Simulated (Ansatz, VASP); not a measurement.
**Si23GeO48 (Ge_Si): VASP beside Ansatz**

One calculation is typed for both programs; each brings its own data sets. How far apart do they land? The cell is taken from a series of runs on this material, whose earlier steps may have relaxed, scaled, displaced or heated it; both programs get it as it stands.

Program: Ansatz 0.2.0. Level of theory: plane waves, with VASP 6.6.1 beside it; single point at r2SCAN. Results are calculated unless marked as measured.

### Step 1. The structure

The cell holds 72 atoms: 23 Si, 48 O and 1 Ge. Cell: a = 9.842 Å, b = 9.842 Å, c = 10.833 Å, α = 90.0°, β = 90.0°, γ = 120.0°. It derives from SiO2 (SiO2 (P3_121)). Nearest the centre at fractional (0.266, 0.266, 0.500): Ge72 at 0.04 Å, O24 at 1.70 Å, O33 at 1.71 Å, O29 at 1.75 Å, O31 at 1.76 Å, Si5 at 3.08 Å, Si2 at 3.08 Å, Si13 at 3.11 Å.

Structure file:

```xyz
72
Lattice="9.8422 0.0000 0.0000 -4.9211 8.5236 0.0000 0.0000 0.0000 10.8331" Properties=species:S:1:pos:R:3 pbc="T T T"
Si    1.3129    2.2887    0.0081
Si    8.6965    1.9752    3.5769
Si    2.3051    0.0212    1.8241
Si   -1.1436    2.0032    9.0129
Si    2.2820    0.0029    7.2614
Si   -1.1647    6.5348    0.0241
Si    6.2148    6.2631    3.6050
Si   -0.1724    4.2612    1.8129
Si   -1.1949    6.5648    5.4421
Si    6.2228    6.2260    9.0357
Si   -0.2038    4.3176    7.2314
Si    6.2298    2.2613   10.8227
Si    3.8277    1.9857    3.6126
Si    2.2808    8.5000    1.7980
Si    6.2715    2.2498    5.4033
Si    3.7617    1.9854    9.0298
Si    2.3130    8.5149    7.2292
Si    3.7459    6.5038   10.8317
Si    1.2618    6.2547    3.6334
Si    4.7845    4.2501    1.7905
Si    3.7440    6.5044    5.4169
Si    1.2818    6.2656    9.0474
Si    4.7890    4.2281    7.2042
O     0.3479    1.7006    4.1243
O     0.7884    3.6717    0.6545
O    -1.1223    3.0998    2.4133
O     1.3873    1.1722    1.1730
O     3.2327    0.6126    3.0120
O     2.9279    2.5539    4.8313
O     0.3047    1.7862    9.6809
O     0.7310    3.8168    6.0095
O    -1.0960    3.1128    7.8340
O     1.2944    1.1637    6.7277
O     3.2338    0.5831    8.4333
O     2.7682    2.5297   10.1827
O    -2.1822    6.0313    4.2771
O    -1.6838    7.9213    0.6607
O    -3.5594    7.3897    2.4476
O    -1.1026    5.4205    1.1917
O     0.7327    4.8619    3.0124
O     0.2678    6.7803    4.7955
O    -2.1674    6.0119    9.6998
O    -1.7326    7.9657    6.0429
O    -3.5499    7.3397    7.8678
O    -1.1554    5.4859    6.6498
O     0.7260    4.8876    8.4245
O     0.2944    6.7816   10.2166
O     5.3131    1.7359    4.2017
O     5.7192    3.6540    0.6168
O     3.8755    3.0779    2.4203
O     6.2832    1.1388    1.1537
O     8.1336    0.5983    2.9593
O     7.7507    2.4786    4.7930
O     5.2283    1.7508    9.6616
O     5.7306    3.6323    6.0331
O     3.8526    3.0726    7.8336
O     6.3048    1.1415    6.5813
O     8.1795    0.6140    8.3818
O     7.6864    2.5014   10.1738
O     2.7270    6.0059    4.2648
O     3.2137    7.8853    0.6312
O     1.3473    7.3563    2.4491
O     3.8267    5.3892    1.1669
O     5.7098    4.8786    2.9553
O     5.1938    6.7585    4.7563
O     2.7473    5.9953    9.6677
O     3.2330    7.8864    6.0621
O     1.3717    7.3800    7.8802
O     3.8494    5.3806    6.5746
O     5.7078    4.8426    8.3859
O     5.2069    6.7379   10.1871
Ge    1.3235    2.3039    5.4230
```

### Step 2. Ansatz: single point, r2SCAN

Ansatz runs on its PAW soft_1 files.

A single point gives forces, pressure and levels at one fixed geometry, so differences don't come from the geometry; what else differs is listed under the comparison.

Input file input.yaml:

```yaml
crystal:
  checkpoint: "../qp1_M1.relax.run"
  host: checkpoint
basis:
  ecutwfc: 500
  xc_grid: 2
hamiltonian:
  xc: r2scan
  pseudopotentials: { kind: paw, azcp: { folder: soft_1 } }
kpoints:
  mp_grid: { grid: [2, 2, 2], shift: [0.5, 0.5, 0.5] }
scf:
  occupations: { method: fermi_dirac, width: 0.01 }
  max_iter: 100
output:
  forces: true
  eigenvalues: true
  charged_corrections: { defect_position: [0.265514, 0.265514, 0.5] }
checkpoint:
  read: "../qp1_M1.relax.run"
  write: "../qp1_M1.point_neutral.run"
  compress: false
  write_wavefunctions: false
  write_every: 100000
```

Started as:

```
$ ansatz run input.yaml --threads 8 --pin off --max-ram 22609MiB --backend cpu --events-out ev --progress --plain --runs-dir out
```

Numbers of over 12 decimals in the logs are rounded to 6 here.

The log of the run:

```text
Warning: checkpoint.read: spin treatment differs: saved collinear, current unpolarized; the saved charge density seeds this run and the saved magnetisation is not carried: this deck is unpolarised; the saved density holds an absolute magnetisation of 1.2e0 μB; saved orbitals and DFT+U occupations are not carried; the saved kinetic-energy density and PAW projector densities are carried summed over spin
checkpoint.read: the saved state was converged at a total charge of 1 e, and this run's is 0 e: a saved density that it takes is scaled to its electron count
crystal.checkpoint: the structure is that of <dir>, a `relax` run, at its step 8: its result, under r2scan at a charge of 1 e; 72 atoms read, 0 with a starting moment; this deck's charge is 0 e; crystal.structure_sha256 for this input is
Engine: ansatz 0.2.0, aarch64-unknown-linux-gnu
Pseudopotentials: kind: paw
Pseudopotential: Si, paw, valence charge 4, recommended cutoff 500 eV (meta_gga), soft_1/Si.paw.azcp
Pseudopotential: O, paw, valence charge 6, recommended cutoff 500 eV (meta_gga), soft_1/O.paw.azcp
Pseudopotential: Ge, paw, valence charge 14, recommended cutoff 500 eV (meta_gga), soft_1/Ge.paw.azcp
Functional definition: r2SCAN
  parameter k0 = 0.174
  parameter k1 = 0.065
  parameter a1 = 4.9479
  exchange = r2scan_x(k0 = k0, k1 = k1, a1 = a1)
  correlation = r2scan_c
Crystal: 72 atoms, lattice volume = 908.797 Å³
Basis set: ecut = 500 eV, 23025 PW (Γ), exchange–correlation on 144×144×160 points (8 copies of the dense FFT grid, shifted against one another)
Bands: 269, of which v1, the nominal top of the filled ones, is band 197 counted from 1 (196 counted from 0)
Symmetry: 1 space group operations
Space group: P1 (ITA 1), of the structure as read, at distance tolerance 9.7e-5 Å
k-points: 4 of 8 (time reversal used)
Non-local potential: Si, projectors of the file, l = 0: 2, l = 1: 2, l = 2: 1
Non-local potential: O, projectors of the file, l = 0: 2, l = 1: 2, l = 2: 1
Non-local potential: Ge, projectors of the file, l = 0: 2, l = 1: 2, l = 2: 3, l = 3: 1
PAW form: soft (Blöchl's): semilocal exchange-correlation on the pseudo side does not see the compensation charge
PAW frozen core: Si, regenerated for the run's functional (the file was generated under x = pbe(κ = 0.804, μ = 0.219515), c = pbe(β = 0.066725))
PAW frozen core: O, regenerated for the run's functional (the file was generated under x = pbe(κ = 0.804, μ = 0.219515), c = pbe(β = 0.066725))
PAW frozen core: Ge, regenerated for the run's functional (the file was generated under x = pbe(κ = 0.804, μ = 0.219515), c = pbe(β = 0.066725))
PAW one-centre angular grid: Si, 302 points (default); XC on 160 Gauss nodes
PAW one-centre angular grid: O, 302 points (default); XC on 160 Gauss nodes
PAW one-centre angular grid: Ge, 590 points (default); XC on 160 Gauss nodes
Initial density: read from a saved state, or passed on in memory by an earlier SCF of this step, an earlier step, the calling program or the single point that the run made first
Initial wavefunctions: pseudopotential atomic-orbital guess
Functional: x = r2scan, c = r2scan; τ floored in thin density (d = 2e-4 eV/Å³)
iter 1 solved again at ethr=4.56e-5 eV; its pass at ethr=3.10e-3 eV (dr2=1.80e-1 eV) is discarded
SCF iter   1: F=—  HF=-46382.397356 eV  |F-HF|=—  |Δ(HF+E_count)|=         —  Δρ=4.96e-3  dr2=1.85e-1  dr2_τ=2.70e-3  ethr=4.56e-5  ⟨swp⟩=6.0  Hψ=7470  notcnv=0
preconditioner: auto → Resta (q_TF=auto, 2.374 Å⁻¹)  ε∞=2.8  [insulator: Δε(μ)=6.735 eV  Ē_g=18.379 eV  σ=0.010 eV  W_gap=1.00  n_scr=212 (ndim 8)  ℏωp=24.4 eV  f_vac=0.116  D(μ)=0.00/eV (n_scr^D=0)  ε∞_Penn≈2.8]
SCF iter   2: F=—  HF=-46382.339706 eV  |F-HF|=—  |Δ(HF+E_count)|=   5.77e-2  Δρ=1.53e-3  dr2=2.17e-2  dr2_τ=2.48e-3  ethr=4.56e-5  ⟨swp⟩=5.5  Hψ=2460  notcnv=0  defer=1
SCF iter   3: F=—  HF=-46382.335063 eV  |F-HF|=—  |Δ(HF+E_count)|=   4.64e-3  Δρ=6.35e-4  dr2=4.86e-3  dr2_τ=1.16e-4  ethr=5.51e-6  ⟨swp⟩=6.2  Hψ=2499  notcnv=0  defer=1
SCF iter   4: F=—  HF=-46382.333659 eV  |F-HF|=—  |Δ(HF+E_count)|=   1.40e-3  Δρ=1.44e-4  dr2=1.83e-4  dr2_τ=1.18e-5  ethr=1.23e-6  ⟨swp⟩=5.5  Hψ=2422  notcnv=0  defer=1
SCF iter   5: F=—  HF=-46382.333705 eV  |F-HF|=—  |Δ(HF+E_count)|=   4.59e-5  Δρ=7.26e-5  dr2=3.50e-5  dr2_τ=3.48e-6  ethr=4.64e-8  ⟨swp⟩=2.0  Hψ=1905  notcnv=0  defer=1
SCF iter   6: F=—  HF=-46382.334432 eV  |F-HF|=—  |Δ(HF+E_count)|=   7.28e-4  Δρ=1.54e-5  dr2=1.88e-6  dr2_τ=1.46e-7  ethr=8.88e-9  ⟨swp⟩=2.0  Hψ=1796  notcnv=0  defer=1
SCF iter   7: F=—  HF=-46382.334434 eV  |F-HF|=—  |Δ(HF+E_count)|=   1.41e-6  Δρ=7.83e-6  dr2=3.49e-7  dr2_τ=4.43e-8  ethr=4.78e-10  ⟨swp⟩=2.0  Hψ=1796  notcnv=0  defer=1
SCF iter   8: F=-46382.334434 eV  HF=-46382.334434 eV  |F-HF|=2.49e-8  |Δ(HF+E_count)|=   5.19e-8  Δρ=2.57e-6  dr2=4.98e-8  dr2_τ=5.89e-9  ethr=2.54e-11  ⟨swp⟩=10.0  Hψ=5576  notcnv=0
SCF 1 converged in 8 iterations: F = -46382.334434 eV  dr2 = 4.98e-8
[...]
k-point 1: bands = [... 193 lower, 1.9952, 2.0218, 2.0508, 2.0603, 8.9624, 9.7927, 10.2514, 10.3711, ... 68 higher]
  k-point 2: bands = [... 193 lower, 2.0132, 2.0305, 2.0463, 2.0614, 8.7490, 9.6384, 10.2710, 10.6471, ... 68 higher]
  k-point 3: bands = [... 193 lower, 1.9880, 1.9907, 2.0459, 2.0753, 8.7464, 9.6418, 10.2806, 10.6432, ... 68 higher]
```

In the SCF lines HF is the Harris–Foulkes energy and dr2 the Hartree energy of the density residual, in eV; the loop may stop once dr2 is under the threshold and the program's other checks hold. Hψ counts applications of the Hamiltonian.

### Step 3. VASP: single point, r2SCAN

The same cell, functional, mesh and smearing now go to VASP, with its own data sets.

Lines of VASP's logs that name or quote its potential files are left out, and so is its time.

Input file INCAR:

```
SYSTEM = Si23GeO48
PREC = Accurate
ENCUT = 580
EDIFF = 1E-06
NELM = 120
ISMEAR = -1
SIGMA = 0.01
LREAL = Auto
ALGO = Normal
METAGGA = R2SCAN
LASPH = .TRUE.
NBANDS = 248
LORBIT = 11
LWAVE = .FALSE.
LCHARG = .FALSE.
ISIF = 2
ISYM = 0
GGA_COMPAT = .FALSE.
EFERMI = MIDGAP
LMIXTAU = .TRUE.
KPAR = 4
```

Input file POSCAR:

```
Si23GeO48
1.0
    9.8422041343      0.0000000000      0.0000000000
   -4.9211020672      8.5235988096      0.0000000000
    0.0000000000      0.0000000000     10.8330695259
Si O Ge
23 48 1
Direct
    0.2676555566      0.2685161027      0.0007495280
    0.9994608254      0.2317300015      0.3301875433
    0.2354525281      0.0024880355      0.1683787851
    0.0013213745      0.2350211467      0.8319819069
    0.2320218197      0.0003345159      0.6702971162
    0.2649975337      0.7666721993      0.0022247950
    0.9988430353      0.7347921054      0.3327733978
    0.2324492992      0.4999321060      0.1673476275
    0.2636884322      0.7701883352      0.5023617259
    0.9974803456      0.7304407040      0.8340838610
    0.2325709124      0.5065515923      0.6675280768
    0.7656192880      0.2652988002      0.9990418856
    0.5053875106      0.2329690673      0.3334743992
    0.7303570652      0.9972356874      0.1659775989
    0.7691731501      0.2639467829      0.4987818557
    0.4986640815      0.2329278887      0.8335363617
    0.7345009270      0.9989846740      0.6673225032
    0.7621131418      0.7630370549      0.9998724275
    0.4951027182      0.7338077962      0.3353998231
    0.7354338090      0.4986296092      0.1652765077
    0.7619562665      0.7631087316      0.5000344667
    0.4977773193      0.7350878960      0.8351657134
    0.7345990521      0.4960508648      0.6650185121
    0.1351058803      0.1995218848      0.3807122403
    0.2954882101      0.4307635760      0.0604158085
    0.0678024860      0.3636727422      0.2227711147
    0.2097171292      0.1375230701      0.1082819801
    0.3643886323      0.0718693391      0.2780336123
    0.4472959696      0.2996214430      0.4459770704
    0.1357368732      0.2095594555      0.8936437345
    0.2981734551      0.4477932064      0.5547358180
    0.0712437880      0.3651957303      0.7231556959
    0.1997803671      0.1365255391      0.6210318049
    0.3627684146      0.0684123645      0.7784780416
    0.4296471812      0.2967870370      0.9399639548
    0.1320815187      0.7075955534      0.3948192781
    0.2935866836      0.9293420181      0.0609912795
    0.0718329462      0.8669662722      0.2259387919
    0.2059415951      0.6359383157      0.1100035000
    0.3596451472      0.5704066220      0.2780726415
    0.4249430617      0.7954753751      0.4426740653
    0.1324504631      0.7053249062      0.8953908624
    0.2912369890      0.9345493881      0.5578158327
    0.0698744125      0.8611034941      0.7262807612
    0.2044115369      0.6436081724      0.6138382483
    0.3604696756      0.5734176650      0.7776677887
    0.4277296378      0.7956271016      0.9430910018
    0.6416595909      0.2036543316      0.3878546135
    0.7954338122      0.4286958941      0.0569379643
    0.5743130266      0.3611027796      0.2234156990
    0.7051963242      0.1336024080      0.1064944528
    0.8614970081      0.0701892829      0.2731724639
    0.9328881097      0.2907902266      0.4424412318
    0.6339096331      0.2054016738      0.8918631026
    0.7953206146      0.4261464420      0.5569152313
    0.5716730080      0.3604779695      0.7231212815
    0.7075467178      0.1339246743      0.6075152517
    0.8670831924      0.0720356354      0.7737191953
    0.9277019942      0.2934691965      0.9391420633
    0.6293834816      0.7046180241      0.3936852055
    0.7890758556      0.9251090114      0.0582685255
    0.5684136272      0.8630561929      0.2260763419
    0.7049407736      0.6322723373      0.1077136822
    0.8663182819      0.5723638734      0.2728053925
    0.9241690723      0.7929168561      0.4390553251
    0.6308216505      0.7033795396      0.8924260269
    0.7911080205      0.9252393570      0.5595884536
    0.5722883101      0.8658287570      0.7274226502
    0.7067456981      0.6312632478      0.6068972111
    0.8640015654      0.5681443698      0.7741022994
    0.9242895047      0.7904982188      0.9403733275
    0.2696217399      0.2702963352      0.5005948451
```

Input file KPOINTS:

```
Points of the shifted mesh
8
Reciprocal
 0.2500000000  0.2500000000  0.2500000000 1
 0.2500000000  0.2500000000  0.7500000000 1
 0.2500000000  0.7500000000  0.2500000000 1
 0.2500000000  0.7500000000  0.7500000000 1
 0.7500000000  0.2500000000  0.2500000000 1
 0.7500000000  0.2500000000  0.7500000000 1
 0.7500000000  0.7500000000  0.2500000000 1
 0.7500000000  0.7500000000  0.7500000000 1
```

PAW data sets: Si, O and Ge_d (PBE family, release 64).

Started as:

```
$ mpirun -np 8 vasp_std
```

The log of the run:

```text
[banner, memory and clock lines left out]
running    8 mpi-ranks, on    1 nodes
[...]
|                                                                             |
|           W    W    AA    RRRRR   N    N  II  N    N   GGGG   !!!           |
|           W    W   A  A   R    R  NN   N  II  NN   N  G    G  !!!           |
|           W    W  A    A  R    R  N N  N  II  N N  N  G       !!!           |
|           W WW W  AAAAAA  RRRRR   N  N N  II  N  N N  G  GGG   !            |
|           WW  WW  A    A  R   R   N   NN  II  N   NN  G    G                |
|           W    W  A    A  R    R  N    N  II  N    N   GGGG   !!!           |
|                                                                             |
|     For optimal performance we recommend to set                             |
|       NCORE = 2 up to number-of-cores-per-socket                            |
|     NCORE specifies how many cores store one orbital (NPAR=cpu/NCORE).      |
|     This setting can greatly improve the performance of VASP for DFT.       |
[...]
|               ----> ADVICE to this user running VASP <----                  |
|                                                                             |
|     You enforced a specific xc type in the INCAR file but a different       |
|     [... a line on the potential file left out ...]
|     I HOPE YOU KNOW WHAT YOU ARE DOING!                                     |
|                                                                             |

 LDA part: xc-table for (None), standard interpolation
 POSCAR, INCAR and KPOINTS ok, starting setup
[...]
entering main loop
       N       E                     dE             d eps       ncg     rms          rms(c)
DAV:   1     0.378997203612E+04    0.37900E+04   -0.20312E+05  4312   0.186E+03
DAV:   2    -0.367973297778E+03   -0.41579E+04   -0.39206E+04  4736   0.475E+02
DAV:   3    -0.882741750533E+03   -0.51477E+03   -0.50771E+03  4416   0.174E+02
DAV:   4    -0.906469153209E+03   -0.23727E+02   -0.23566E+02  4880   0.426E+01
[...]
DAV:  20    -0.716740292738E+03   -0.35297E-04   -0.19341E-05  4344   0.174E-02    0.518E-03
DAV:  21    -0.716740297826E+03   -0.50881E-05   -0.41328E-06  4136   0.713E-03    0.216E-03
DAV:  22    -0.716740298090E+03   -0.26396E-06   -0.15369E-06  2968   0.461E-03
   1 F= -.71674030E+03 E0= -.71674030E+03  d E =0.000000E+00
```

Parts of OUTCAR (step 3):

```text
 POSITION                                       TOTAL-FORCE (eV/Angst)
 -----------------------------------------------------------------------------------
      1.31293      2.28872      0.00812        -0.005260      0.042443     -0.107083
      8.69653      1.97517      3.57694        -0.175832      0.000124     -0.060799
      2.30513      0.02121      1.82406        -0.096455     -0.229689      0.076090
     -1.14356      2.00323      9.01292        -0.158791      0.042502      0.089348
      2.28196      0.00285      7.26138        -0.085926     -0.222858      0.144332
     -1.16471      6.53481      0.02410        -0.086701      0.016746     -0.064805
      6.21483      6.26307      3.60496        -0.130684      0.107309      0.081138
     -0.17240      4.26122      1.81289        -0.079046     -0.029019      0.095412
     -1.19490      6.56478      5.44212        -0.075781     -0.011683     -0.111074
      6.22283      6.22598      9.03569        -0.100834      0.073183      0.052945
     -0.20378      4.31764      7.23138        -0.108730     -0.063607      0.155298
      6.22982      2.26130     10.82269         0.101025     -0.118865     -0.087473
      3.82766      1.98573      3.61255         0.217709      0.013469     -0.095097
      2.28082      8.50004      1.79805        -0.105818      0.139174     -0.026796
[...]
-----------------------------------------------------------------------------------
    total drift:                                0.004273      0.002290     -0.014724

  FREE ENERGIE OF THE ION-ELECTRON SYSTEM (eV)
  ---------------------------------------------------
  free  energy   TOTEN  =      -716.7402980903 eV

  energy  without entropy=     -716.7402980903  energy(sigma->0) =     -716.74029809

[... 2 further parts left out ...]
[key lines of the parts left out:]
E-fermi :   3.9104
```

The run ends at a pressure of 0.01 GPa, with forces up to 0.28 eV/Å.

### Step 4. Side by side

Known differences besides the potentials themselves: VASP keeps PBE cores, Ansatz makes them for the functional; the cutoff is 500 eV in Ansatz and 580 eV in VASP (PREC = Accurate, projectors in real space). Total energies have different zeros and are not compared.

The two programs side by side:

```tsv
quantity	Ansatz	VASP	difference
gap on the k mesh (eV)	6.666	6.632	+0.034
```

Forces on 10 of the 72 atoms, those with the largest forces and the largest differences (eV/Å; atoms numbered as in POSCAR):

```tsv
atom	Ansatz x, y, z	VASP x, y, z
Si3	-0.076, -0.232, 0.077	-0.096, -0.230, 0.076
Si5	-0.073, -0.211, 0.137	-0.086, -0.223, 0.144
Si7	-0.138, 0.124, 0.081	-0.131, 0.107, 0.081
Si13	0.198, 0.037, -0.083	0.218, 0.013, -0.095
Si16	0.232, 0.073, 0.004	0.244, 0.063, 0.003
Si18	0.164, -0.103, -0.063	0.173, -0.088, -0.062
Si21	0.202, -0.123, -0.073	0.212, -0.110, -0.073
O24	0.064, 0.002, 0.019	0.034, -0.023, -0.041
O29	-0.080, -0.014, 0.040	-0.004, -0.001, 0.019
O31	0.023, -0.026, -0.042	-0.005, 0.045, -0.021
```

The forces differ by 13 meV/Å r.m.s., which is 18.9 % of the r.m.s. force of 0.068 eV/Å (both taken over all components). A gap on the mesh is an upper bound, since the band edges may lie between its points.

### Step 5. Summary of results

* r.m.s. force difference (single point, r2SCAN): 13 meV/Å

The r.m.s. force difference is 13 meV/Å (single point, r2SCAN), beyond the 12 meV/Å picked in this series as the mark of a large difference. What causes the difference of the single point, r2SCAN pair stays open here. Such differences can come from data sets, numerical settings and the points named under the comparisons, not from the functional's error against experiment.

[Lines on the potential files, build, host, timing and source positions are cut from VASP's logs without a mark.]

[Logs are printed without paths, hosts, clocks, repeated set-up lines and the standing remarks that a program may print on its own settings, such as how far it seeks lower states.]

[Hosts, paths, dates, database ids (printed as entryN), source tags and the programs' standing remarks are cut or masked in the printed files.]
